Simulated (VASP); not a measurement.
All values below come from LDA (Ceperley-Alder, Perdew-Zunger), VASP's LDA PAW potentials (set 64) (plane waves; VASP).

Input for VASP

INCAR:
```
SYSTEM = FeP2
PREC = Accurate; ENCUT = 400; LREAL = .False.
LASPH = .True.
EDIFF = 1E-8; NELM = 100; ALGO = Normal
LMAXMIX = 4
ISMEAR = 0; SIGMA = 0.01
IBRION = 8; NSW = 1
LWAVE = .False.; LCHARG = .False.
LEPSILON = .True.
```

POSCAR:
```
FeP2
1
    4.8903216198    -0.0000000000     0.0000000000
   -0.0000000000     5.5453056365     0.0000000000
    0.0000000000     0.0000000000     2.6706031779
Fe P
2 4
Direct
  0.5000000000   0.5000000000   0.5000000000
  0.0000000000   0.0000000000   0.0000000000
  0.3280847021   0.8667870972   0.5000000000
  0.6719152979   0.1332129028   0.5000000000
  0.8280847021   0.6332129028   0.0000000000
  0.1719152979   0.3667870972   0.0000000000
```

### KPOINTS
```
Automatic mesh
0
Gamma
6 5 11
0 0 0
```

POTCAR, in this order: Fe P (LDA.64 set). Program: vasp_std.

Output of the run:

File OSZICAR:
```
...
RMM:   5    -0.159012425413E+00   -0.64875E-05   -0.12112E-04  5513   0.979E-02    0.277E-02
RMM:   6    -0.158975960011E+00    0.36465E-04   -0.47173E-06  5341   0.550E-02    0.701E-03
RMM:   7    -0.158971984862E+00    0.39751E-05   -0.21208E-05  6920   0.273E-02    0.592E-03
RMM:   8    -0.158968783649E+00    0.32012E-05   -0.63295E-06  5654   0.176E-02    0.152E-03
RMM:   9    -0.158968937439E+00   -0.15379E-06   -0.38513E-06  7830   0.702E-03    0.129E-03
RMM:  10    -0.158968825255E+00    0.11218E-06    0.46583E-07  6380   0.252E-03    0.729E-04
RMM:  11    -0.158967163226E+00    0.16620E-05    0.17220E-07  6805   0.152E-03    0.979E-05
RMM:  12    -0.158967353483E+00   -0.19026E-06   -0.47586E-08  7485   0.533E-04    0.887E-05
RMM:  13    -0.158967219504E+00    0.13398E-06   -0.41156E-08  7392   0.217E-04    0.461E-05
RMM:  14    -0.158967195751E+00    0.23753E-07   -0.89724E-08  5930   0.173E-04    0.180E-05
RMM:  15    -0.158967189396E+00    0.63553E-08   -0.53537E-08  7894   0.102E-04    0.160E-05
 Linear response progress:
  Degree of freedom:   4/  6
       N       E                     dE             d eps       ncg     rms          rms(c)
RMM:   1    -0.705773069368E-01   -0.70577E-01    0.59117E-03 10861   0.202E+00
RMM:   2    -0.578949772030E-01    0.12682E-01   -0.25958E-03  5191   0.112E+00    0.224E-01
RMM:   3    -0.591983092120E-01   -0.13033E-02   -0.48194E-03  5067   0.788E-01    0.305E-01
RMM:   4    -0.586077235637E-01    0.59059E-03   -0.18454E-03  4696   0.548E-01    0.106E-01
RMM:   5    -0.587936868756E-01   -0.18596E-03   -0.94179E-04  5522   0.305E-01    0.669E-02
RMM:   6    -0.588339736766E-01   -0.40287E-04   -0.27513E-04  5249   0.217E-01    0.212E-02
RMM:   7    -0.589284511504E-01   -0.94477E-04   -0.18549E-04  7343   0.808E-02    0.155E-02
RMM:   8    -0.589533458098E-01   -0.24895E-04    0.17261E-05  5425   0.434E-02    0.568E-03
RMM:   9    -0.589699920558E-01   -0.16646E-04    0.45801E-06  7240   0.207E-02    0.182E-03
RMM:  10    -0.589735806337E-01   -0.35886E-05   -0.23177E-06  6899   0.789E-03    0.211E-03
RMM:  11    -0.589774549033E-01   -0.38743E-05   -0.45683E-06  6498   0.452E-03    0.457E-04
RMM:  12    -0.589772484944E-01    0.20641E-06   -0.16744E-06  7567   0.175E-03    0.382E-04
RMM:  13    -0.589766745007E-01    0.57399E-06    0.47536E-08  5866   0.101E-03    0.139E-04
RMM:  14    -0.589764677371E-01    0.20676E-06   -0.11707E-06  7693   0.448E-04    0.648E-05
RMM:  15    -0.589767271094E-01   -0.25937E-06   -0.20731E-06  6566   0.233E-04    0.254E-05
RMM:  16    -0.589767247557E-01    0.23537E-08   -0.16863E-06  7894   0.132E-04    0.130E-05
RMM:  17    -0.589767017742E-01    0.22982E-07   -0.15704E-06  6822   0.946E-05    0.493E-06
RMM:  18    -0.589767332445E-01   -0.31470E-07   -0.17962E-06  7312   0.770E-05    0.238E-06
RMM:  19    -0.589767274915E-01    0.57531E-08   -0.17279E-06  8182   0.676E-05    0.165E-06
RMM:  20    -0.589767265797E-01    0.91180E-09   -0.16624E-06  7257   0.631E-05    0.102E-06
RMM:  21    -0.589767280848E-01   -0.15052E-08   -0.16828E-06  6976   0.633E-05    0.177E-07
RMM:  22    -0.589767276317E-01    0.45308E-09   -0.16829E-06  6057   0.626E-05    0.149E-07
RMM:  23    -0.589767274667E-01    0.16504E-09   -0.16893E-06  5153   0.624E-05    0.973E-08
 Linear response progress:
  Degree of freedom:   5/  6
       N       E                     dE             d eps       ncg     rms          rms(c)
RMM:   1    -0.717002874603E-01   -0.71700E-01    0.11327E-02 10706   0.199E+00
RMM:   2    -0.602115059398E-01    0.11489E-01   -0.53490E-03  5147   0.109E+00    0.196E-01
RMM:   3    -0.606653014916E-01   -0.45380E-03   -0.37959E-03  6317   0.502E-01    0.158E-01
RMM:   4    -0.607836148837E-01   -0.11831E-03   -0.10237E-03  5017   0.366E-01    0.113E-01
RMM:   5    -0.607915503265E-01   -0.79354E-05   -0.36084E-04  4869   0.232E-01    0.557E-02
RMM:   6    -0.608564540867E-01   -0.64904E-04   -0.24414E-04  5233   0.171E-01    0.280E-02
RMM:   7    -0.608986767981E-01   -0.42223E-04   -0.58883E-05  6556   0.766E-02    0.857E-03
RMM:   8    -0.608951761671E-01    0.35006E-05   -0.90457E-06  6720   0.322E-02    0.427E-03
RMM:   9    -0.609070824967E-01   -0.11906E-04    0.10297E-05  7038   0.125E-02    0.246E-03
RMM:  10    -0.609103012634E-01   -0.32188E-05    0.77510E-06  6151   0.607E-03    0.956E-04
RMM:  11    -0.609134089958E-01   -0.31077E-05    0.10272E-06  7724   0.259E-03    0.287E-04
RMM:  12    -0.609128165542E-01    0.59244E-06    0.20780E-07  6787   0.943E-04    0.136E-04
RMM:  13    -0.609129054589E-01   -0.88905E-07    0.31637E-08  7453   0.431E-04    0.837E-05
RMM:  14    -0.609131236911E-01   -0.21823E-06    0.32932E-08  6457   0.254E-04    0.257E-05
RMM:  15    -0.609130974242E-01    0.26267E-07   -0.66387E-09  7581   0.136E-04    0.979E-06
RMM:  16    -0.609130867842E-01    0.10640E-07   -0.93923E-09  7123   0.891E-05    0.701E-06
RMM:  17    -0.609131161010E-01   -0.29317E-07   -0.52960E-08  7164   0.712E-05    0.235E-06
RMM:  18    -0.609131139038E-01    0.21972E-08   -0.56793E-08  7669   0.632E-05    0.110E-06
 Linear response progress:
  Degree of freedom:   6/  6
       N       E                     dE             d eps       ncg     rms          rms(c)
RMM:   1    -0.344102154691E-01   -0.34410E-01   -0.19544E-02 16682   0.131E+00
RMM:   2    -0.312560656071E-01    0.31541E-02   -0.10061E-03  8710   0.614E-01    0.957E-02
RMM:   3    -0.314923661024E-01   -0.23630E-03   -0.11670E-03 11986   0.195E-01    0.563E-02
RMM:   4    -0.316528176751E-01   -0.16045E-03   -0.80180E-05 11250   0.704E-02    0.172E-02
RMM:   5    -0.317066905432E-01   -0.53873E-04   -0.25238E-05 12810   0.280E-02    0.644E-03
RMM:   6    -0.317002125171E-01    0.64780E-05   -0.21905E-06  9917   0.149E-02    0.516E-03
RMM:   7    -0.316679478871E-01    0.32265E-04   -0.20959E-06  9959   0.108E-02    0.187E-03
RMM:   8    -0.316700625088E-01   -0.21146E-05   -0.28565E-08  9691   0.841E-03    0.126E-03
RMM:   9    -0.316740412841E-01   -0.39788E-05   -0.28639E-07 10570   0.404E-03    0.583E-04
RMM:  10    -0.316749668349E-01   -0.92555E-06   -0.10421E-07 12910   0.146E-03    0.442E-04
RMM:  11    -0.316779715245E-01   -0.30047E-05   -0.16119E-08 10681   0.986E-04    0.835E-05
RMM:  12    -0.316782311122E-01   -0.25959E-06   -0.12352E-07 13181   0.410E-04    0.626E-05
RMM:  13    -0.316781987085E-01    0.32404E-07   -0.15238E-07 13010   0.143E-04    0.606E-05
RMM:  14    -0.316782126691E-01   -0.13961E-07   -0.16250E-07 13118   0.710E-05    0.618E-05
RMM:  15    -0.316781647126E-01    0.47957E-07   -0.16727E-07 12051   0.828E-05    0.349E-05
RMM:  16    -0.316778768944E-01    0.28782E-06   -0.15546E-07 17400   0.172E-04    0.783E-05
RMM:  17    -0.316779050528E-01   -0.28158E-07   -0.16837E-07 11535   0.702E-05    0.579E-05
RMM:  18    -0.316779553074E-01   -0.50255E-07   -0.17526E-07 13593   0.750E-05    0.330E-05
RMM:  19    -0.316779420939E-01    0.13214E-07   -0.18415E-07 14214   0.627E-05    0.169E-05
RMM:  20    -0.316779580687E-01   -0.15975E-07   -0.18385E-07 13227   0.610E-05    0.357E-06
RMM:  21    -0.316779646492E-01   -0.65805E-08   -0.18424E-07 14922   0.562E-05    0.380E-06
RMM:  22    -0.316779607674E-01    0.38819E-08   -0.18331E-07 12459   0.529E-05    0.239E-06
RMM:  23    -0.316779573361E-01    0.34312E-08   -0.18587E-07 14153   0.530E-05    0.889E-07
RMM:  24    -0.316779567112E-01    0.62493E-09   -0.18115E-07  9166   0.516E-05    0.737E-07
RMM:  25    -0.316779549124E-01    0.17988E-08   -0.18819E-07  9430   0.516E-05    0.303E-07
RMM:  26    -0.316779542766E-01    0.63580E-09   -0.18351E-07  8841   0.515E-05    0.110E-07
RMM:  27    -0.316779538180E-01    0.45865E-09   -0.18759E-07  9168   0.515E-05    0.111E-07
RMM:  28    -0.316779539403E-01   -0.12233E-09   -0.18286E-07  7902   0.514E-05    0.923E-08
 Linear response finished
```

**OUTCAR**
```
------------------------ aborting loop because EDIFF is reached ----------------------------------------

 HEAD OF MICROSCOPIC STATIC DIELECTRIC TENSOR (INDEPENDENT PARTICLE, excluding Hartree and local field effects)
 ------------------------------------------------------
          22.332697    -0.000000     0.000000
           0.000000    26.741909     0.000000
           0.000000     0.000000    19.487212
 ------------------------------------------------------

 MACROSCOPIC STATIC DIELECTRIC TENSOR (including local field effects in DFT)
 ------------------------------------------------------
          21.748600    -0.000000     0.000000
          -0.000000    26.155689     0.000000
           0.000000     0.000000    18.927971
 ------------------------------------------------------

 PIEZOELECTRIC TENSOR (including local field effects)  for field in x, y, z        (e  Angst)
          XX          YY          ZZ          XY          YZ          ZX
  --------------------------------------------------------------------------------
  x     0.00000     0.00000     0.00000     0.00000     0.00000     0.00000
  y     0.00000     0.00000     0.00000     0.00000     0.00000     0.00000
  z     0.00000     0.00000     0.00000     0.00000     0.00000     0.00000

 PIEZOELECTRIC TENSOR (including local field effects)  for field in x, y, z        (C/m^2)
          XX          YY          ZZ          XY          YZ          ZX
  --------------------------------------------------------------------------------
  x     0.00000     0.00000     0.00000     0.00000     0.00000     0.00000
  y     0.00000     0.00000     0.00000     0.00000     0.00000     0.00000
  z     0.00000     0.00000     0.00000     0.00000     0.00000     0.00000

 BORN EFFECTIVE CHARGES (including local field effects) (in |e|, cummulative output)
 ---------------------------------------------------------------------------------
 ion    1
    1    -6.19956    -0.08238     0.00000
    2    -1.07882    -5.73101     0.00000
    3     0.00000     0.00000    -7.01285
 ion    2
    1    -6.19956     0.08238     0.00000
    2     1.07882    -5.73101     0.00000
    3     0.00000     0.00000    -7.01285
 ion    3
    1     3.09978    -0.43565     0.00000
    2    -0.24263     2.86551     0.00000
    3     0.00000     0.00000     3.50643
 ion    4
    1     3.09978    -0.43565     0.00000
    2    -0.24263     2.86551     0.00000
    3     0.00000     0.00000     3.50643
 ion    5
    1     3.09978     0.43565     0.00000
    2     0.24263     2.86551     0.00000
    3     0.00000     0.00000     3.50643
 ion    6
    1     3.09978     0.43565     0.00000
    2     0.24263     2.86551     0.00000
    3     0.00000     0.00000     3.50643

   1 f  =   15.089023 THz    94.807130 2PiTHz  503.315644 cm-1    62.403159 meV
             X         Y         Z           dx          dy          dz
      2.445161  2.772653  1.335302    -0.000000   -0.000000   -0.000000
      0.000000  0.000000  0.000000    -0.000000   -0.000000   -0.000000
      1.604440  4.806599  1.335302     0.337824   -0.368613   -0.000000
      3.285882  0.738706  1.335302    -0.337824    0.368613    0.000000
      4.049601  3.511359  0.000000    -0.337824   -0.368613   -0.000000
      0.840721  2.033947  0.000000     0.337824    0.368613    0.000000

   2 f  =   14.646964 THz    92.029591 2PiTHz  488.570140 cm-1    60.574950 meV
             X         Y         Z           dx          dy          dz
      2.445161  2.772653  1.335302     0.000000    0.000000   -0.000000
      0.000000  0.000000  0.000000     0.000000    0.000000    0.000000
      1.604440  4.806599  1.335302     0.368613    0.337824   -0.000000
      3.285882  0.738706  1.335302    -0.368613   -0.337824   -0.000000
      4.049601  3.511359  0.000000    -0.368613    0.337824    0.000000
      0.840721  2.033947  0.000000     0.368613   -0.337824    0.000000

   3 f  =   13.597441 THz    85.435238 2PiTHz  453.561794 cm-1    56.234470 meV
             X         Y         Z           dx          dy          dz
      2.445161  2.772653  1.335302     0.319782    0.365743   -0.000000
      0.000000  0.000000  0.000000    -0.319782    0.365743    0.000000
      1.604440  4.806599  1.335302     0.267816   -0.245479   -0.000000
      3.285882  0.738706  1.335302     0.267816   -0.245479    0.000000
      4.049601  3.511359  0.000000    -0.267816   -0.245479    0.000000
      0.840721  2.033947  0.000000    -0.267816   -0.245479    0.000000

   4 f  =   13.227216 THz    83.109048 2PiTHz  441.212430 cm-1    54.703345 meV
             X         Y         Z           dx          dy          dz
      2.445161  2.772653  1.335302    -0.000000    0.000000   -0.000000
      0.000000  0.000000  0.000000    -0.000000    0.000000    0.000000
      1.604440  4.806599  1.335302    -0.467739   -0.176691   -0.000000
      3.285882  0.738706  1.335302     0.467739    0.176691    0.000000
      4.049601  3.511359  0.000000    -0.467739    0.176691    0.000000
      0.840721  2.033947  0.000000     0.467739   -0.176691    0.000000

   5 f  =   13.159186 THz    82.681605 2PiTHz  438.943201 cm-1    54.421996 meV
             X         Y         Z           dx          dy          dz
      2.445161  2.772653  1.335302    -0.448844    0.012028    0.000000
      0.000000  0.000000  0.000000    -0.448844   -0.012028   -0.000000
      1.604440  4.806599  1.335302     0.301272   -0.241728    0.000000
      3.285882  0.738706  1.335302     0.301272   -0.241728   -0.000000
      4.049601  3.511359  0.000000     0.301272    0.241728   -0.000000
      0.840721  2.033947  0.000000     0.301272    0.241728    0.000000

   6 f  =   12.526937 THz    78.709068 2PiTHz  417.853649 cm-1    51.807226 meV
             X         Y         Z           dx          dy          dz
      2.445161  2.772653  1.335302    -0.000000    0.000000    0.000000
      0.000000  0.000000  0.000000    -0.000000    0.000000   -0.000000
      1.604440  4.806599  1.335302    -0.176691    0.467739   -0.000000
      3.285882  0.738706  1.335302     0.176691   -0.467739    0.000000
      4.049601  3.511359  0.000000    -0.176691   -0.467739   -0.000000
      0.840721  2.033947  0.000000     0.176691    0.467739    0.000000
...
```
(Selected blocks of OUTCAR.)

**OUTCAR**
```
 val. band max:        9.0258667867   @ k =   0.0000   0.0000   0.0000

 cond. band min:       9.4074997157   @ k =   0.0000   0.0000   0.2727


 Fermi energy:         9.1081430731

 k-point     1 :       0.0000    0.0000    0.0000
  band No.  band energies     occupation
      1      -5.9768      2.00000
      2      -3.0281      2.00000
      3      -1.5059      2.00000
      4      -0.8479      2.00000
      5       2.1743      2.00000
      6       3.2132      2.00000
      7       4.6803      2.00000
      8       4.7427      2.00000
      9       5.5836      2.00000
     10       5.7450      2.00000
     11       6.8657      2.00000
     12       7.3830      2.00000
     13       7.6418      2.00000
     14       7.7156      2.00000
     15       8.2717      2.00000
     16       8.6265      2.00000
     17       8.8531      2.00000
     18       9.0259      2.00000
     19      11.4180      0.00000
     20      11.8438      0.00000
     21      13.8534      0.00000
     22      14.0817      0.00000

 k-point     2 :       0.1667    0.0000    0.0000
  band No.  band energies     occupation
      1      -5.8211      2.00000
      2      -3.1890      2.00000
      3      -1.4565      2.00000
      4      -1.2194      2.00000
      5       2.6190      2.00000
      6       3.1707      2.00000
      7       3.3574      2.00000
      8       5.7501      2.00000
      9       5.9927      2.00000
     10       6.0887      2.00000
     11       6.9300      2.00000
     12       7.4472      2.00000
     13       7.6251      2.00000
     14       7.6893      2.00000
     15       8.2974      2.00000
     16       8.5547      2.00000
     17       8.8456      2.00000
     18       9.0063      2.00000
     19      11.4495      0.00000
     20      12.0968      0.00000
     21      13.8775      0.00000
     22      14.0444      0.00000

 k-point     3 :       0.3333    0.0000    0.0000
  band No.  band energies     occupation
      1      -5.3653      2.00000
...
```

The dielectric response may not be converged in the k-mesh; for small gaps it tends to come out too large.

The structure comes from a computed database's FeP2 entry (Pnnm); how it stands against other phases isn't given here. It was relaxed first. The run is not spin-polarised, so no magnetic state was tried.
